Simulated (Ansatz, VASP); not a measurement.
# Ge5P6O25 (Ge5P6O25 (R-3)) in two plane-wave programs, part 2 of 2

Wanted: the spread between two codes on one cell, functional and k mesh. Of the first pair: The structure shown is the start of the Ansatz relaxation below; VASP solves that cell, so the two are compared at the walk's first step.

VASP 6.6.1 and Ansatz 0.2.0.

So far. Step 3 (VASP: single point, PBEsol, start cell, pair 1): The run ends at a pressure of 3.02 GPa, with forces up to 0.54 eV/Å.

## (4) Comparison

Known differences besides the potentials themselves: the cutoff is 420 eV in Ansatz and 520 eV in VASP (PREC = Accurate, projectors in real space); Ansatz makes its cores anew for this functional, VASP keeps those of its PBE data sets. Total energies have different zeros and are not compared.

Forces on 10 of the 36 atoms, those with the largest forces and the largest differences (eV/Å; atoms numbered as in POSCAR):

| atom | Ansatz x, y, z | VASP x, y, z |
| --- | --- | --- |
| P6 | -0.248, 0.016, 0.204 | -0.164, 0.020, 0.140 |
| P9 | 0.248, -0.016, -0.204 | 0.164, -0.020, -0.140 |
| P10 | -0.138, -0.207, -0.204 | -0.099, -0.132, -0.140 |
| O17 | 0.166, -0.518, -0.075 | 0.175, -0.466, -0.092 |
| O30 | -0.157, -0.233, 0.509 | -0.172, -0.195, 0.477 |
| O31 | 0.281, -0.020, 0.509 | 0.255, -0.052, 0.477 |
| O32 | -0.123, 0.253, 0.509 | -0.082, 0.247, 0.477 |
| O33 | 0.157, 0.233, -0.509 | 0.172, 0.195, -0.477 |
| O34 | -0.281, 0.020, -0.509 | -0.255, 0.052, -0.477 |
| O35 | 0.123, -0.253, -0.509 | 0.082, -0.247, -0.477 |

The forces differ by 37 meV/Å r.m.s., which is 15.5 % of the r.m.s. force of 0.237 eV/Å (both taken over all components).

## (5) Ansatz: relaxation, PBEsol

This run makes the geometry at which the two programs are then compared. The cell compared in this pair holds 466.75 Å³, against 462.33 Å³ for the pair before.

The structure compared here is the end of the Ansatz relaxation.

File input.yaml:

```yaml
crystal:
  lattice:
    - [4.006619, 2.3132226, 8.3138218]
    - [-4.006619, 2.3132226, 8.3138218]
    - [0.0, -4.6264452, 8.3138218]
  atoms:
    - { symbol: Ge, position: [0.4317568, 0.4317568, 0.4317568] }
    - { symbol: Ge, position: [0.5682432, 0.5682432, 0.5682432] }
    - { symbol: Ge, position: [0.17677262, 0.17677262, 0.17677262] }
    - { symbol: Ge, position: [0.82322738, 0.82322738, 0.82322738] }
    - { symbol: Ge, position: [1.0, 0.0, 0.0] }
    - { symbol: P, position: [0.38057303, 0.06844126, 0.82452331] }
    - { symbol: P, position: [0.06844126, 0.82452331, 0.38057303] }
    - { symbol: P, position: [0.82452331, 0.38057303, 0.06844126] }
    - { symbol: P, position: [0.61942697, 0.93155874, 0.17547669] }
    - { symbol: P, position: [0.93155874, 0.17547669, 0.61942697] }
    - { symbol: P, position: [0.17547669, 0.61942697, 0.93155874] }
    - { symbol: O, position: [0.5669466, 0.90679651, 0.86565499] }
    - { symbol: O, position: [0.90679651, 0.86565499, 0.5669466] }
    - { symbol: O, position: [0.86565499, 0.5669466, 0.90679651] }
    - { symbol: O, position: [0.4330534, 0.09320349, 0.13434501] }
    - { symbol: O, position: [0.09320349, 0.13434501, 0.4330534] }
    - { symbol: O, position: [0.13434501, 0.4330534, 0.09320349] }
    - { symbol: O, position: [0.43599197, 0.19003665, 0.59262408] }
    - { symbol: O, position: [0.19003665, 0.59262408, 0.43599197] }
    - { symbol: O, position: [0.59262408, 0.43599197, 0.19003665] }
    - { symbol: O, position: [0.56400803, 0.80996335, 0.40737592] }
    - { symbol: O, position: [0.80996335, 0.40737592, 0.56400803] }
    - { symbol: O, position: [0.5, 0.5, 0.5] }
    - { symbol: O, position: [0.08825172, 0.73382497, 0.77820286] }
    - { symbol: O, position: [0.77820286, 0.08825172, 0.73382497] }
    - { symbol: O, position: [0.73382497, 0.77820286, 0.08825172] }
    - { symbol: O, position: [0.91174828, 0.26617503, 0.22179714] }
    - { symbol: O, position: [0.22179714, 0.91174828, 0.26617503] }
    - { symbol: O, position: [0.26617503, 0.22179714, 0.91174828] }
    - { symbol: O, position: [0.10061261, 0.73895456, 0.03575625] }
    - { symbol: O, position: [0.03575625, 0.10061261, 0.73895456] }
    - { symbol: O, position: [0.73895456, 0.03575625, 0.10061261] }
    - { symbol: O, position: [0.89938739, 0.26104544, 0.96424375] }
    - { symbol: O, position: [0.96424375, 0.89938739, 0.26104544] }
    - { symbol: O, position: [0.26104544, 0.96424375, 0.89938739] }
    - { symbol: O, position: [0.40737592, 0.56400803, 0.80996335] }
basis:
  ecutwfc: 420
  xc_grid: 2
hamiltonian:
  xc: pbesol
kpoints:
  mp_grid: { grid: [4, 4, 4] }
scf:
  occupations: { method: fermi_dirac, width: 0.01 }
  max_iter: 150
output:
  forces: true
  stress: true
relax:
  f_tol: 0.01
  max_steps: 60
  cell: {}
checkpoint:
  write: "../pbesol.run"
  compress: false
  write_wavefunctions: false
  write_every: 100000
```

Launch:

```bash
$ ansatz run input.yaml --threads 4 --pin off --max-ram 6594MiB --backend cpu --events-out ev --progress --plain --runs-dir out
```

Numbers of over 12 decimals in the logs are rounded to 6 here.

What it wrote:

```text
[...]
Crystal: 36 atoms, lattice volume = 462.325 Å³
Basis set: ecut = 420 eV, 9081 PW (Γ), exchange–correlation on 128×128×128 points (8 copies of the dense FFT grid, shifted against one another)
Bands: 161, of which v1, the nominal top of the filled ones, is band 125 counted from 1 (124 counted from 0)
Symmetry: 6 space group operations
[...]
k-points: 14 of 64
[...]
- { symbol: O, position: [0.131160, 0.433496, 0.095722] }
    - { symbol: O, position: [0.438694, 0.188803, 0.591077] }
    - { symbol: O, position: [0.188803, 0.591077, 0.438694] }
[...]
- { symbol: O, position: [0.898697, 0.262118, 0.962888] }
    - { symbol: O, position: [0.962888, 0.898697, 0.262118] }
    - { symbol: O, position: [0.262118, 0.962888, 0.898697] }
    - { symbol: O, position: [0.408923, 0.561306, 0.811197] }
[key lines of the parts left out:]
SCF converged after 5 iterations
Free energy (F): -39737.563228 eV
Fermi energy:    5.111138 eV
P = ⅓ Tr σ = 0.0142 GPa (0.142 kbar)
```

## (6) VASP: single point, PBEsol, relaxed cell, pair 2

The same cell, functional, mesh and smearing now go to VASP, with its own data sets.

File INCAR:

```
SYSTEM = Ge5P6O25
PREC = Accurate
ENCUT = 600
EDIFF = 1E-06
NELM = 120
ISMEAR = -1
SIGMA = 0.01
LREAL = Auto
ALGO = Normal
GGA = PS
NBANDS = 152
LORBIT = 11
LWAVE = .FALSE.
LCHARG = .FALSE.
ISIF = 2
LASPH = .TRUE.
GGA_COMPAT = .FALSE.
EFERMI = MIDGAP
KPAR = 4
```

File POSCAR:

```
Ge5P6O25
1.0
    4.0140974212      2.3175402267      8.3621992781
   -4.0140974212      2.3175402267      8.3621992781
    0.0000000000     -4.6350804534      8.3621992781
Ge P O
5 6 25
Direct
    0.4320116933      0.4320116933      0.4320116933
    0.5679883067      0.5679883067      0.5679883067
    0.1764649277      0.1764649277      0.1764649277
    0.8235350723      0.8235350723      0.8235350723
    0.0000000000      0.0000000000      0.0000000000
    0.3803952451      0.0686516988      0.8249413967
    0.0686516988      0.8249413967      0.3803952451
    0.8249413967      0.3803952451      0.0686516988
    0.6196047549      0.9313483012      0.1750586033
    0.9313483012      0.1750586033      0.6196047549
    0.1750586033      0.6196047549      0.9313483012
    0.5665042434      0.9042776230      0.8688398378
    0.9042776230      0.8688398378      0.5665042434
    0.8688398378      0.5665042434      0.9042776230
    0.4334957566      0.0957223770      0.1311601622
    0.0957223770      0.1311601622      0.4334957566
    0.1311601622      0.4334957566      0.0957223770
    0.4386936655      0.1888034500      0.5910765975
    0.1888034500      0.5910765975      0.4386936655
    0.5910765975      0.4386936655      0.1888034500
    0.5613063345      0.8111965500      0.4089234025
    0.8111965500      0.4089234025      0.5613063345
    0.5000000000      0.5000000000      0.5000000000
    0.0895777210      0.7354768501      0.7753813993
    0.7753813993      0.0895777210      0.7354768501
    0.7354768501      0.7753813993      0.0895777210
    0.9104222790      0.2645231499      0.2246186007
    0.2246186007      0.9104222790      0.2645231499
    0.2645231499      0.2246186007      0.9104222790
    0.1013026217      0.7378820095      0.0371117604
    0.0371117604      0.1013026217      0.7378820095
    0.7378820095      0.0371117604      0.1013026217
    0.8986973783      0.2621179905      0.9628882396
    0.9628882396      0.8986973783      0.2621179905
    0.2621179905      0.9628882396      0.8986973783
    0.4089234025      0.5613063345      0.8111965500
```

File KPOINTS:

```
Automatic mesh
0
Gamma
4 4 4
0 0 0
```

Potentials, in the order of the species: Ge_d, P and O (PBE family, release 64).

Launch:

```bash
$ mpirun -np 4 vasp_std
```

What it wrote:

```text
[banner, memory and clock lines left out]
running    4 mpi-ranks, on    1 nodes
[...]
[... a notice as in an earlier step ...]

 LDA part: xc-table for (Slater+PW92), standard interpolation
 POSCAR, INCAR and KPOINTS ok, starting setup
[...]
entering main loop
       N       E                     dE             d eps       ncg     rms          rms(c)
DAV:   1     0.509377940167E+04    0.50938E+04   -0.10961E+05  6328   0.325E+03
DAV:   2     0.110077780782E+04   -0.39930E+04   -0.36521E+04  4760   0.117E+03
DAV:   3    -0.154234583756E+03   -0.12550E+04   -0.12066E+04  4800   0.330E+02
DAV:   4    -0.287672394855E+03   -0.13344E+03   -0.13180E+03  5088   0.133E+02
[...]
DAV:  14    -0.261984746437E+03   -0.12288E-04   -0.42831E-05  4776   0.246E-02    0.252E-02
DAV:  15    -0.261984749984E+03   -0.35478E-05   -0.14063E-05  4624   0.136E-02    0.718E-03
DAV:  16    -0.261984750792E+03   -0.80735E-06   -0.40930E-06  4112   0.100E-02
   1 F= -.26198475E+03 E0= -.26198475E+03  d E =0.000000E+00
```

From OUTCAR (step 6):

```text
  Total       -1.4861831     -1.4861831     -1.4474983      0.0000041      0.0000000      0.0000000
  in kB       -5.1014771     -5.1014771     -4.9686875      0.0000142      0.0000000      0.0000000
  external PRESSURE =      -5.0572139 kB  Pullay stress =       0.0000000 kB

 POSITION                                       TOTAL-FORCE (eV/Angst)
 -----------------------------------------------------------------------------------
      0.00000      0.00000     10.83770         0.000000      0.000000      0.000280
      0.00000      0.00000     14.24889         0.000000      0.000000     -0.000280
      0.00000      0.00000      4.42690         0.000000      0.000000      0.095894
      0.00000      0.00000     20.65969         0.000000      0.000000     -0.095894
      0.00000      0.00000      0.00000         0.000000      0.000000     -0.000000
      1.25137     -2.78299     10.65334         0.075188      0.010193     -0.059983
     -3.03582      0.30778     10.65334        -0.028767     -0.070211     -0.059983
      1.78445      2.47521     10.65334        -0.046422      0.060018     -0.059983
     -1.25137      2.78299     14.43325        -0.075188     -0.010193      0.059983
      3.03582     -0.30778     14.43325         0.028767      0.070211      0.059983
     -1.78445     -2.47521     14.43325         0.046422     -0.060018      0.059983
     -1.35586     -0.61855     19.56438        -0.028884      0.031377      0.021779
      0.14225      1.48348     19.56438         0.041615      0.009326      0.021779
      1.21360     -0.86493     19.56438        -0.012731     -0.040703      0.021779
[...]
-----------------------------------------------------------------------------------
    total drift:                               -0.000000      0.000000      0.000000

  FREE ENERGIE OF THE ION-ELECTRON SYSTEM (eV)
  ---------------------------------------------------
  free  energy   TOTEN  =      -261.9847507918 eV

  energy  without entropy=     -261.9847507918  energy(sigma->0) =     -261.98475079

[... 1 part as in an earlier step ...]

[... 2 further parts left out ...]
[key lines of the parts left out:]
E-fermi :   2.7415
```

The run ends at a pressure of -0.51 GPa, with forces up to 0.097 eV/Å.

## (7) Differences

What differs besides the data sets and the points named for the pairs above, as far as they apply: the cutoff is 420 eV in Ansatz and 600 eV in VASP (PREC = Accurate, projectors in real space); Ansatz's pressure holds a Pulay correction, VASP's none. Total energies have different zeros and are not compared.

Both answers:

| quantity | Ansatz | VASP | difference |
| --- | --- | --- | --- |
| pressure (GPa) | 0.01 | -0.51 | +0.52 |
| gap on the k mesh (eV) | 3.796 | 3.788 | +0.008 |

Forces on 8 of the 36 atoms, those with the largest forces and the largest differences (eV/Å; atoms numbered as in POSCAR):

| atom | Ansatz x, y, z | VASP x, y, z |
| --- | --- | --- |
| Ge3 | 0.000, 0.000, -0.002 | 0.000, 0.000, 0.096 |
| Ge4 | 0.000, 0.000, 0.002 | 0.000, 0.000, -0.096 |
| P6 | -0.002, 0.001, -0.001 | 0.075, 0.010, -0.060 |
| P7 | 0.001, 0.001, -0.001 | -0.029, -0.070, -0.060 |
| P8 | 0.000, -0.002, -0.001 | -0.046, 0.060, -0.060 |
| P9 | 0.002, -0.001, 0.001 | -0.075, -0.010, 0.060 |
| P10 | -0.001, -0.001, 0.001 | 0.029, 0.070, 0.060 |
| P11 | 0.000, 0.002, 0.001 | 0.046, -0.060, 0.060 |

The forces differ by 34 meV/Å r.m.s., where the r.m.s. force is 0.001 eV/Å in Ansatz and 0.034 eV/Å in VASP: the atoms lie near their places of rest in Ansatz, so a percentage would say little (all taken over all components). A gap on the mesh is an upper bound, since the band edges may lie between its points.

## (8) Outcome

| Item | Value |
| --- | --- |
| r.m.s. force difference (single point, PBEsol, start cell, pair 1) | 15 % of the r.m.s. force |
| r.m.s. force difference (single point, PBEsol, relaxed cell, pair 2) | 34 meV/Å |
| difference in pressure (single point, PBEsol, relaxed cell, pair 2) | 0.52 GPa |

What this shows: The r.m.s. force difference is 15 % of the r.m.s. force (single point, PBEsol, start cell, pair 1), beyond the 3 % picked in this series as the mark of a large difference. What causes the difference of the single point, PBEsol, start cell, pair 1 pair stays open here. What causes the difference of the single point, PBEsol, relaxed cell, pair 2 pair stays open here. Such differences can come from data sets, numerical settings and the points named under the comparisons, not from the functional's error against experiment.

[Lines on the potential files, build, host, timing and source positions are cut from VASP's logs without a mark.]

[Logs are printed without paths, hosts, clocks, repeated set-up lines and the standing remarks that a program may print on its own settings, such as how far it seeks lower states.]

[Hosts, paths, dates, database ids (printed as entryN), source tags and the programs' standing remarks are cut or masked in the printed files.]
